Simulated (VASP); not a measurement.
Method: PW91 GGA, VASP's PBE PAW potentials (set 64) (plane waves; VASP).

VASP input:

File KPOINTS:
```
Automatic mesh
0
Gamma
14 14 14
0 0 0
```

### POSCAR
```
BN
1
    0.0000000000     1.8124550318     1.8124550318
    1.8124550318    -0.0000000000     1.8124550318
    1.8124550318     1.8124550318    -0.0000000000
B N
1 1
Direct
  0.0000000000   0.0000000000   0.0000000000
  0.2500000000   0.2500000000   0.2500000000
```

INCAR:
```
! general
SYSTEM=BN
PREC  =Accurate
ENCUT =520
LREAL =.False.
LASPH =.True.

! electronic loop
EDIFF =1E-7
NELM  =100
ALGO  =Normal

! smearing
ISMEAR=-5

! functional
GGA   =91

! ions
ISIF  =2

! output
LWAVE =.False.
LCHARG=.True.
LORBIT=11
NEDOS =601
```

POTCAR, in this order: B N (PBE.64 set). Program: vasp_std.

Predict the energy per atom (σ→0), band gap (on the k-mesh).

The energy per atom (σ→0) is -8.753 eV/atom and the band gap (on the k-mesh) is 4.50 eV.

OSZICAR:
```
...
DAV:   7    -0.175234156112E+02    0.74333E-01   -0.94207E-02  2192   0.298E+00    0.190E+00
DAV:   8    -0.175060530507E+02    0.17363E-01   -0.44321E-02  2000   0.185E+00    0.187E-01
DAV:   9    -0.175061787967E+02   -0.12575E-03   -0.53092E-04  1744   0.249E-01    0.777E-02
DAV:  10    -0.175062311787E+02   -0.52382E-04   -0.10900E-04  2376   0.108E-01    0.140E-02
DAV:  11    -0.175062342973E+02   -0.31186E-05   -0.58565E-06  1880   0.226E-02    0.666E-03
DAV:  12    -0.175062342737E+02    0.23543E-07   -0.12530E-06  2080   0.909E-03    0.384E-04
DAV:  13    -0.175062342943E+02   -0.20592E-07   -0.19775E-08   832   0.163E-03
   1 F= -.17506234E+02 E0= -.17506234E+02  d E =0.000000E+00
```

The compound is BN in the zinc blende structure. It was relaxed first.
